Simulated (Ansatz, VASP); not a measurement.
## Al (Aluminum) in two plane-wave programs

Aim: how closely do two programs agree when they are given the same cell, functional and k mesh? The cell is taken from a series of runs on this material, whose earlier steps may have relaxed, scaled, displaced or heated it; both programs get it as it stands.

Calculated with Ansatz 0.2.0; plane waves, with VASP 6.6.1 beside it; relaxation of cell and atoms at LDA.

### Step 1. The starting structure

It takes space group Fm-3m (No. 225, cubic). Conventional cell: a = 3.979 Å, b = 3.979 Å, c = 3.979 Å, α = 90.00°, β = 90.00°, γ = 90.00°. Nearest to Al lie 12 Al at 2.81 Å.

### Step 2. VASP: relaxation of cell and atoms, LDA

The relaxed volume is the usual yardstick between codes: in a stiff, nearly cubic crystal its relative difference is about their pressure difference at one cell divided by the bulk modulus.

Lines of VASP's logs that name or quote its potential files are left out, and so is its time.

Input file INCAR:

```
SYSTEM = Al
PREC = Accurate
ENCUT = 500
EDIFF = 1E-07
NELM = 120
ISMEAR = 1
SIGMA = 0.15
LREAL = .FALSE.
ALGO = Normal
GGA = CA
NBANDS = 7
LORBIT = 11
LWAVE = .FALSE.
LCHARG = .FALSE.
ISIF = 3
IBRION = 2
NSW = 80
EDIFFG = -0.005
LASPH = .TRUE.
GGA_COMPAT = .FALSE.
NELMIN = 4
```

Input file POSCAR:

```
Al
1.0
    0.0000000000      1.9893350000      1.9893350000
    1.9893350000      0.0000000000      1.9893350000
    1.9893350000      1.9893350000      0.0000000000
Al
1
Direct
    0.0000000000      0.0000000000      0.0000000000
```

Input file KPOINTS:

```
Automatic mesh
0
Gamma
16 16 16
0 0 0
```

The projector-augmented-wave data sets are Al (LDA family, release 64).

Started as:

```sh
$ mpirun -np 1 vasp_std
```

The log of the run:

```text
[banner, memory and clock lines left out]
running    1 mpi-ranks, on    1 nodes
 distrk:  each k-point on    1 cores,    1 groups
 distr:  one band on    1 cores,    1 groups

 POSCAR found type information on POSCAR Al
 POSCAR found :  1 types and       1 ions
 LDA part: xc-table for (Slater(with rela. corr.)+CA(PZ))
 , standard interpolation
 POSCAR, INCAR and KPOINTS ok, starting setup
 FFT: planning ... GRIDC
 FFT: planning ... GRID_SOFT
 FFT: planning ... GRID
 WAVECAR not read
 entering main loop
       N       E                     dE             d eps       ncg     rms          rms(c)
DAV:   1    -0.253024757646E+01   -0.25302E+01   -0.85293E+02  2065   0.226E+02
DAV:   2    -0.421631272540E+01   -0.16861E+01   -0.16340E+01  2730   0.228E+01
DAV:   3    -0.422699489594E+01   -0.10682E-01   -0.10681E-01  2765   0.197E+00
DAV:   4    -0.422700885550E+01   -0.13960E-04   -0.13958E-04  3101   0.664E-02
DAV:   5    -0.422700886707E+01   -0.11568E-07   -0.11735E-07  2779   0.123E-03    0.145E+00
DAV:   6    -0.420887800934E+01    0.18131E-01   -0.23527E-03  2800   0.220E-01    0.813E-01
DAV:   7    -0.419711863502E+01    0.11759E-01   -0.59201E-03  2513   0.343E-01    0.169E-01
DAV:   8    -0.419709431957E+01    0.24315E-04   -0.21646E-05  3185   0.340E-02    0.151E-02
DAV:   9    -0.419709411995E+01    0.19962E-06   -0.11711E-07  2779   0.178E-03    0.791E-04
DAV:  10    -0.419709410995E+01    0.99938E-08   -0.26008E-09  2723   0.337E-04
   1 F= -.41970941E+01 E0= -.41972872E+01  d E =-.419709E+01
 curvature:   0.00 expect dE= 0.000E+00 dE for cont linesearch  0.000E+00
 trial: gam= 0.00000 g(F)=  0.460E-66 g(S)=  0.193E-03 ort = 0.000E+00 (trialstep = 0.100E+01)
 search vector abs. value=  0.193E-03
 bond charge predicted
       N       E                     dE             d eps       ncg     rms          rms(c)
DAV:   1    -0.419718099392E+01   -0.86874E-04   -0.13883E-03  2548   0.167E-01    0.287E-02
DAV:   2    -0.419717324506E+01    0.77489E-05   -0.78651E-06  2702   0.226E-02    0.119E-02
DAV:   3    -0.419716816904E+01    0.50760E-05   -0.20330E-06  2611   0.600E-03    0.315E-03
DAV:   4    -0.419716799226E+01    0.17678E-06   -0.94121E-08  2800   0.133E-03    0.216E-03
DAV:   5    -0.419716799070E+01    0.15580E-08   -0.52725E-10  1302   0.177E-04
   2 F= -.41971680E+01 E0= -.41973713E+01  d E =-.738807E-04
 trial-energy change:   -0.000074  1 .order   -0.000074   -0.000193    0.000044
 step:   0.8128(harm=  0.8128)  dis= 0.00000  next Energy=    -4.197172 (dE=-0.784E-04)
 bond charge predicted
       N       E                     dE             d eps       ncg     rms          rms(c)
DAV:   1    -0.419717262148E+01   -0.46292E-05   -0.48829E-05  2548   0.314E-02    0.537E-03
DAV:   2    -0.419717234791E+01    0.27357E-06   -0.27591E-07  2653   0.423E-03    0.222E-03
DAV:   3    -0.419717216962E+01    0.17829E-06   -0.71304E-08  2226   0.113E-03    0.578E-04
DAV:   4    -0.419717216347E+01    0.61511E-08   -0.34204E-09  1141   0.264E-04
   3 F= -.41971722E+01 E0= -.41973737E+01  d E =-.780535E-04
 curvature:  -0.41 expect dE=-0.162E-09 dE for cont linesearch -0.162E-09
 trial: gam= 0.00000 g(F)=  0.134E-65 g(S)=  0.398E-09 ort =-0.277E-06 (trialstep = 0.963E+00)
 search vector abs. value=  0.498E-09
 reached required accuracy - stopping structural energy minimisation
```

OUTCAR, selected parts (step 2):

```text
ion  position               nearest neighbor table
   1  0.000  0.000  0.000-

  LATTYP: Found a face centered cubic cell.
 ALAT       =     3.9786700000

 Subroutine GETGRP returns: Found 48 space group operations
 (whereof 48 operations were pure point group operations)

The static configuration has the point symmetry O_h .

 Found    145 irreducible k-points:

   k-points           NKPTS =    145   k-points in BZ     NKDIM =    145   number of bands    NBANDS=      7

   dimension x,y,z NGX =    24 NGY =   24 NGZ =   24
   dimension x,y,z NGXF=    48 NGYF=   48 NGZF=   48

   ENCUT  =  500.0 eV  36.75 Ry    6.06 a.u.   5.13  5.13  5.13*2*pi/ulx,y,z

   NELECT =       3.0000    total number of electrons

 k-points in reciprocal lattice and weights: Automatic mesh
   0.00000000  0.00000000  0.00000000       0.000
   0.06250000  0.00000000  0.00000000       0.002
   0.12500000  0.00000000  0.00000000       0.002
   0.18750000  0.00000000  0.00000000       0.002
   0.25000000  0.00000000  0.00000000       0.002
   0.31250000  0.00000000  0.00000000       0.002
   0.37500000  0.00000000  0.00000000       0.002
   0.43750000  0.00000000  0.00000000       0.002
   0.50000000  0.00000000  0.00000000       0.001
[...]
-0.31250000  0.50000000  0.18750000       0.003
  -0.25000000  0.50000000  0.25000000       0.001

 average (electrostatic) potential at core
       1 -70.3946

 E-fermi :   8.2719

 k-point     1 :       0.0000    0.0000    0.0000
  band No.  band energies     occupation
      1      -3.1567      2.00000
      2      21.0425      0.00000
      3      21.0425      0.00000
      4      21.0425      0.00000
      5      22.6934      0.00000
      6      22.6934      0.00000
    ...

 k-point     2 :       0.0625    0.0000    0.0000
  band No.  band energies     occupation
      1      -3.0477      2.00000
      2      19.2677      0.00000
      3      20.6874      0.00000
      4      20.6874      0.00000
      5      23.2162      0.00000
      6      23.2162      0.00000
    ...

 k-point     3 :       0.1250    0.0000    0.0000
  band No.  band energies     occupation
      1      -2.7214      2.00000
      2      16.7153      0.00000
      3      20.1270      0.00000
      4      20.1270      0.00000
      5      23.3209      0.00000
      6      24.2174      0.00000
    ...

  Total       -0.0000524     -0.0000524     -0.0000524      0.0000000      0.0000000     -0.0000000
  in kB       -0.0053104     -0.0053104     -0.0053104      0.0000000      0.0000000     -0.0000000
  external PRESSURE =      -0.0053104 kB  Pullay stress =       0.0000000 kB

  energy-cutoff  :      500.00
  volume of cell :       15.81
      direct lattice vectors                 reciprocal lattice vectors
     0.000000000  1.992182144  1.992182144    -0.250981067  0.250981067  0.250981067
     1.992182144  0.000000000  1.992182144     0.250981067 -0.250981067  0.250981067
     1.992182144  1.992182144 -0.000000000     0.250981067  0.250981067 -0.250981067

 POSITION                                       TOTAL-FORCE (eV/Angst)
 -----------------------------------------------------------------------------------
      0.00000      0.00000      0.00000        -0.000000      0.000000     -0.000000
 -----------------------------------------------------------------------------------
    total drift:                                0.000000     -0.000000     -0.000000

  FREE ENERGIE OF THE ION-ELECTRON SYSTEM (eV)
  ---------------------------------------------------
  free  energy   TOTEN  =        -4.1971721635 eV

  energy  without entropy=       -4.1977768061  energy(sigma->0) =       -4.19737371

 reached required accuracy - stopping structural energy minimisation

 total charge
# of ion       s       p       d       tot
------------------------------------------
    1        0.440   0.361   0.000   0.801

[... 3 further parts left out ...]
```

### Step 3. Ansatz: relaxation of cell and atoms, LDA

Ansatz runs on norm-conserving files, of PseudoDojo where its log says so.

The same cell, functional (in two slightly different forms), mesh and smearing now go to Ansatz, which takes its cutoff from its data sets.

Input file input.yaml:

```yaml
crystal:
  lattice:
    - [0.0, 1.9893351911, 1.9893351911]
    - [1.9893351911, 0.0, 1.9893351911]
    - [1.9893351911, 1.9893351911, 0.0]
  atoms:
    - { symbol: Al, position: [0.0, 0.0, 0.0] }
kpoints:
  mp_grid: { grid: [16, 16, 16] }
hamiltonian:
  xc: lda
  pseudopotentials: { kind: nc }
scf:
  occupations: { method: methfessel_paxton, width: 0.15 }
output:
  forces: true
  stress: true
  eigenvalues: true
relax:
  adjacent_minimum: "off"
  f_tol: 0.001
  max_steps: 60
  cell: { stress_tol: 0.01 }
```

Started as:

```sh
$ ansatz run input.yaml --threads 4 --pin off --max-ram 7168MiB --backend cpu --events-out ev --progress --plain --runs-dir out
```

The log of the run:

```text
Engine: ansatz 0.2.0, aarch64-unknown-linux-gnu
Pseudopotentials: kind: nc
Pseudopotential: Al, nc, valence charge 3, recommended cutoff 598.650497 eV (normal), Al.nc.azcp (PseudoDojo's, or run here from an input of PseudoDojo's: the run reads no file of this project's for it)
Functional definition: SPW92
  exchange = slater_x
  correlation = pw_c
Crystal: 1 atoms, lattice volume = 15.745 Å³
Basis set: ecut = 598.650497 eV, 531 PW (Γ)
Bands: 6, of which v1, the nominal top of the filled ones, is band 2 counted from 1 (1 counted from 0)
Symmetry: 48 space group operations
Space group: Fm-3m (ITA 225), of the structure as read, at distance tolerance 2.5e-5 Å
k-points: 145 of 4096
Non-local potential: Al, projectors of the file, l = 0: 2, l = 1: 2, l = 2: 2
Initial density: superposition of atomic densities (chi_scale 0.1, normalization cell)
Initial wavefunctions: pseudopotential atomic-orbital guess
Functional: x = slater, c = lda
SCF iter   1: F=—  HF=-64.336313 eV  |F-HF|=—  |Δ(HF+E_count)|=         —  Δρ=2.22e-2  dr2=7.41e-2  ethr=3.10e-3  ⟨swp⟩=5.5  Hψ=8364  notcnv=0
preconditioner: auto → none  [insulator: Δε(μ)=0.101 eV  Ē_g=13.576 eV  σ=0.150 eV  W_gap=0.53  n_scr=0 (ndim 8)  ℏωp=16.2 eV  f_vac=0.000  D(μ)=0.24/eV (n_scr^D=0)  ε∞_Penn≈2.4]
SCF iter   2: F=—  HF=-64.315940 eV  |F-HF|=—  |Δ(HF+E_count)|=   2.04e-2  S|Δr|=    0.00e0  Δρ=1.04e-2  dr2=1.62e-2  ethr=2.47e-3  ⟨swp⟩=1.0  Hψ=2030  notcnv=0
SCF iter   3: F=—  HF=-64.310398 eV  |F-HF|=—  |Δ(HF+E_count)|=   5.54e-3  S|Δr|=    0.00e0  Δρ=2.16e-4  dr2=7.13e-6  ethr=5.40e-4  ⟨swp⟩=1.0  Hψ=805  notcnv=0
SCF iter   4: F=—  HF=-64.310412 eV  |F-HF|=—  |Δ(HF+E_count)|=   1.38e-5  S|Δr|=    0.00e0  Δρ=2.43e-5  dr2=3.05e-8  ethr=3.33e-9  ⟨swp⟩=10.1  Hψ=6280  notcnv=0
SCF iter   5: F=-64.310412 eV  HF=-64.310412 eV  |F-HF|=5.78e-10  |Δ(HF+E_count)|=   1.19e-8  S|Δr|=    0.00e0  Δρ=4.83e-6  dr2=9.83e-10  ethr=1.02e-9  ⟨swp⟩=2.0  Hψ=2265  notcnv=0
SCF 1 converged in 5 iterations: F = -64.310412 eV  dr2 = 9.83e-10
relax step   1: F+E_penalty+E_count = -64.31041175 eV  Δ(F+E_penalty+E_count) = +0.000e0 eV  max|allowed force component| = 0.000e0 eV/Å  Δτ_max = 0.0000 Å  P = -0.007 GPa  Ω = 15.745 Å³  (5 SCF iters, dr2 threshold 1.00e-7 eV, accepted)
Initial density: handed on by an earlier stage of this run
Initial wavefunctions: pseudopotential atomic-orbital guess (no wavefunctions were taken with the density)
iter 1 solved again at ethr=7.66e-9 eV; its pass at ethr=3.10e-3 eV (dr2=2.30e-7 eV) is discarded
SCF iter   1: F=—  HF=-64.310412 eV  |F-HF|=—  |Δ(HF+E_count)|=         —  Δρ=4.83e-6  dr2=9.89e-10  ethr=7.66e-9  ⟨swp⟩=3.7  Hψ=11746  notcnv=0
preconditioner: auto → none  [insulator: Δε(μ)=0.132 eV  Ē_g=13.547 eV  σ=0.150 eV  W_gap=0.64  n_scr=0 (ndim 8)  ℏωp=16.2 eV  f_vac=0.000  D(μ)=0.23/eV (n_scr^D=0)  ε∞_Penn≈2.4]
SCF iter   2: F=—  HF=-64.310412 eV  |F-HF|=—  |Δ(HF+E_count)|=  3.64e-11  S|Δr|=    0.00e0  Δρ=2.44e-6  dr2=2.49e-10  ethr=3.30e-11  ⟨swp⟩=1.8  Hψ=1001  notcnv=0
SCF iter   3: F=-64.310412 eV  HF=-64.310412 eV  |F-HF|=2.84e-14  |Δ(HF+E_count)|=  1.52e-10  S|Δr|=    0.00e0  Δρ=2.35e-8  dr2=7.43e-14  ethr=1.00e-12  ⟨swp⟩=5.5  Hψ=4159  notcnv=0
SCF 2 converged in 3 iterations: F = -64.310412 eV  dr2 = 7.43e-14
relax step   2: F+E_penalty+E_count = -64.31041175 eV  Δ(F+E_penalty+E_count) = -9.194e-12 eV  max|allowed force component| = 0.000e0 eV/Å  Δτ_max = 0.0000 Å  P = -0.007 GPa  Ω = 15.745 Å³  stress off target by 6.70e-3 GPa  SCF on the basis re-selected at this cell (its energy is not comparable with the rows above)  (3 SCF iters)
basis re-selected at this cell: Δ(F+E_penalty+E_count) = -9.194e-12 eV, ΔP = +0.000 GPa vs the last step (what re-selecting the basis moved, of the pressure what is left beyond the Pulay correction that the steps carried, after the strain that the cell walked since its last selection, with what the two solves' SCF thresholds leave and, on support functions, any second-order correction that the steps lacked; it is no  [...]
SCF converged after 3 iterations
Stability not checked: this state was not tested for a lower state beside it, because cold or Methfessel-Paxton smearing, or corrected tetrahedra, fill the levels in a way that the test cannot read (fill_not_monotonic; see scf.lower_state_search)
Free energy (F): -64.310412 eV
Harris-Foulkes:  -64.310412 eV  (|F-HF|=2.84e-14)
Internal energy: -64.311014 eV  (E = F + TS)
E sigma→0 (E₀):  -64.310562 eV
Entropy (-TS):   0.000602 eV (0.602 meV/atom)
Fermi energy:    8.233627 eV
--- Per-component energies (eV) ---
  E_band       = 10.972541
  E_kinetic    = 24.052152
  E_local      = 5.148479  (includes V_loc(G=0)·N_el)
  E_nonlocal   = 11.658781
  E_hartree    = 0.101136
  E_xc         = -30.600449
  E_vxc        = -30.089144  (∫ρ·V_xc dr)
  E_ewald      = -74.671114
  E_smearing   = 0.000602  (= −TS)
  E_closure    = -0.000000  (closes the sum)
  Σ components = -64.310412   (vs F -64.310412, Δ=0.00e0)
--- Forces (eV/Å), atoms counted from 1 ---
  atom   1  Al    -0.00000000     0.00000000     0.00000000
  max |Σ_I F_I| component: 6.16e-32 eV/Å
--- Stress (GPa, compression-positive) ---
       -0.006699       0.000000       0.000000
        0.000000      -0.006699      -0.000000
        0.000000      -0.000000      -0.006699
  P = ⅓ Tr σ = -0.0067 GPa (-0.067 kbar)
--- Band table (eV; the first three rows and the last of 145) ---
  k-point 0: bands = ["-3.2307", "21.0349", "21.0349", "21.0349", "22.6622", "22.6622"]
  k-point 1: bands = ["-3.1214", "19.2546", "20.6758", "20.6758", "23.1880", "23.1880"]
  k-point 2: bands = ["-2.7942", "16.6982", "20.1126", "20.1126", "23.3086", "24.1880"]
  k-point 144: bands = ["7.3147", "7.3147", "8.3349", "9.4433", "24.3637", "24.3637"]
--- Relaxed structure (1 steps of the walk, 1 accepted, 1 SCFs on fresh bases) ---
  F+E_penalty+E_count = -64.31041175 eV   max|allowed force component| = 0.000e0 eV/Å   (the final SCF, on the basis selected at the relaxed cell)
  cell:  # Å, volume = 15.7454 Å³
    - [0.0, 1.9893351911, 1.9893351911]
    - [1.9893351911, 0.0, 1.9893351911]
    - [1.9893351911, 1.9893351911, 0.0]
  atoms:
    - { symbol: Al, position: [0.0, 0.0, 0.0] }
```

### Step 4. Differences

Known differences besides the potentials themselves: the two LDA forms differ slightly; the cutoff is 598.65 eV in Ansatz and 500 eV in VASP; VASP's log shows a relativistic correction to its local exchange, Ansatz's none; Ansatz adds a Pulay correction to the stress that steers its cell, VASP none. Total energies have different zeros and are not compared.

Compared:

```csv
quantity,Ansatz,VASP,difference
volume (Å³),15.75,15.81,-0.43 %
"edge a after relaxation, in the typed setting (Å)",2.813,2.817,-0.15 %
```

### Step 5. What came out

```yaml
difference_in_volume_relaxation_of_cell_and_atoms_lda: -0.43 %
```

**Reading.** The difference in volume is -0.43 % (relaxation of cell and atoms, LDA), within the 1.2 % picked in this series as the mark of a large difference, as far as the stopping tolerances let one tell. Such differences can come from data sets, numerical settings and the points named under the comparisons, not from the functional's error against experiment.

[Lines on the potential files, build, host, timing and source positions are cut from VASP's logs without a mark.]

[Logs are printed without paths, hosts, clocks, repeated set-up lines and the standing remarks that a program may print on its own settings, such as how far it seeks lower states.]

[Hosts, paths, dates, database ids (printed as entryN), source tags and the programs' standing remarks are cut or masked in the printed files.]
